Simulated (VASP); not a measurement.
Computed with r2SCAN meta-GGA, VASP's PBE PAW potentials (set 64) (plane waves; VASP 6.6.1).

VASP ran on this input.

**POSCAR**
```
HfO2
1
    4.8109403014     0.0000000000     0.0000000000
    0.0000000000     4.8109403014     0.0000000000
    0.0000000000     0.0000000000     3.1980284967
Hf O
2 4
Direct
  1.0000000000   1.0000000000   1.0000000000
  0.5000000000   0.5000000000   0.5000000000
  0.3051046384   0.3051046384   1.0000000000
  0.8051046384   0.1948953616   0.5000000000
  0.1948953616   0.8051046384   0.5000000000
  0.6948953616   0.6948953616   0.0000000000
```

**INCAR**
```
ALGO  =  Normal
EDIFF  =  1E-6
EDIFFG  =  -0.02
ENCUT  =  520
IBRION  =  2
ISIF  =  3
ISMEAR  =  0
LASPH  =  .True.
LCHARG  =  .False.
LMAXMIX  =  6
LMIXTAU  =  .True.
LREAL  =  .False.
LWAVE  =  .False.
METAGGA  =  R2SCAN
NELM  =  100
NSW  =  60
PREC  =  Accurate
SIGMA  =  0.05
SYSTEM  =  HfO2
```

KPOINTS:
```
kpoints
0
Gamma
 4 4 6
```

POTCAR, in this order: Hf_pv O (PBE.64 set). Program: vasp_std.

**Question.** What will the output report for the number of irreducible k-points (NKPTS), number of bands (NBANDS), largest plane-wave count, number of space-group operations, FFT grid (NGX, NGY, NGZ)?

**Answer.** 
The number of irreducible k-points (NKPTS) is 24 and the number of bands (NBANDS) comes out as 26. The largest plane-wave count is 2024 and the number of space-group operations is 16. The FFT grid (NGX, NGY, NGZ) is 36 × 36 × 24.

The structure was generated: HfO2 was put into the rutile type (P4_2/mnm), which need not be its known phase. This run relaxes it. Symmetry was kept, so distortions that lower it aren't found. The start is the result of an earlier pass.
